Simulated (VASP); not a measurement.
Here is a VASP 6.6.1 calculation.

INCAR

```
PREC = Normal
ENCUT = 520
EDIFF = 1E-4
ISMEAR = 0
SIGMA = 0.15
LREAL = False
LASPH = True
NELM = 60
ALGO = Fast
ISIF = 3
LWAVE = False
LCHARG = False
GGA = PE
IBRION = 2
NSW = 24
EDIFFG = -0.08
```

The input KPOINTS:

```
regular mesh
0
Gamma
  3 3 3
```

Contents of POSCAR:

```
Be4TeSe3
1.0
   -3.5612853200      3.5612853200      3.5612853200
    3.5612853200     -3.5612853200      3.5612853200
    3.5612853200      3.5612853200     -3.5612853200
Be Te Se
4 1 3
Direct
    0.5000000000      0.5000000000      0.5000000000
    0.0000000000      0.0000000000      0.5000000000
    0.0000000000      0.5000000000      0.0000000000
    0.5000000000      0.0000000000      0.0000000000
    0.0000000000      0.0000000000      0.0000000000
    0.0000000000      0.5000000000      0.5000000000
    0.5000000000      0.0000000000      0.5000000000
    0.5000000000      0.5000000000      0.0000000000
```

Potentials or basis: VASP PAW PBE potentials, release 64 (Be, Te, Se).

Command:

```bash
$ cat potpaw_PBE.64/Be/POTCAR potpaw_PBE.64/Te/POTCAR potpaw_PBE.64/Se/POTCAR > POTCAR
$ mpirun -np 1 vasp_std > vasp.out
```

Estimate the space group after relaxing (to 0.05 Å).

Im-3m (No. 229).

Estimate the relaxed cell.

a = 5.484 Å, b = 5.484 Å, c = 5.484 Å, α = 109.47°, β = 109.47°, γ = 109.47°.

Estimate the band gap on the k mesh.

none (metal or under the smearing width).

What does it give for the relaxed volume?

15.87 Å³/atom.

The path:
| step | energy change (eV) | largest force (eV/Å) | pressure (GPa) | volume (Å³) |
| --- | --- | --- | --- | --- |
| 1 | 0.0000 | 0.0000 | -12.60 | 180.67 |
| 2 | -2.6445 | 0.0000 | -5.47 | 138.11 |
| 3 | -2.8568 | 0.0000 | -0.20 | 126.93 |

Caveat: the k mesh is coarse (spacing up to 0.42 Å⁻¹), so the values aren't converged; the volume moved by over 15 % at a fixed basis, so the end points are rough; the relaxation stopped at a loose force limit of 0.08 eV/Å, so its end isn't a converged minimum. The run has no spin-orbit coupling, so splittings on Te are missing.
